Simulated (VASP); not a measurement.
Input:

```
CaSe
1.0
    0.00000     2.98270     2.98270
    2.98270     0.00000     2.98270
    2.98270     2.98270     0.00000
Ca Se
1 1
Direct
  0.00000   0.00000   0.00000
  0.50000   0.50000   0.50000
```

These are PBE GGA, VASP's PBE PAW potentials (set 64) (plane waves; VASP 6.6.1) values and carry that method's errors. Numerical set-up: 400 eV cut-off, Gaussian smearing of 0.050 eV, potentials Ca_sv Se.

Give the energies of bands 6 to 11 at the high-symmetry points, in eV from the valence-band maximum.

```csv
band,Γ,X,U,L,W
6,0.00,-2.46,-2.19,-3.19,-1.92
7,0.00,-0.91,-1.99,-1.15,-1.92
8,0.00,-0.91,-1.07,-1.15,-1.62
9,3.21,2.08,3.29,4.47,4.38
10,3.71,4.94,5.59,5.41,4.38
11,3.71,5.00,5.65,5.44,5.17
```

The gap is indirect, 2.08 eV, from the valence maximum at Γ to the conduction minimum at X.

The structure was generated: CaSe was put into the rock salt type (Fm-3m), which need not be its known phase. It was relaxed first, which changed the volume by -19 %.
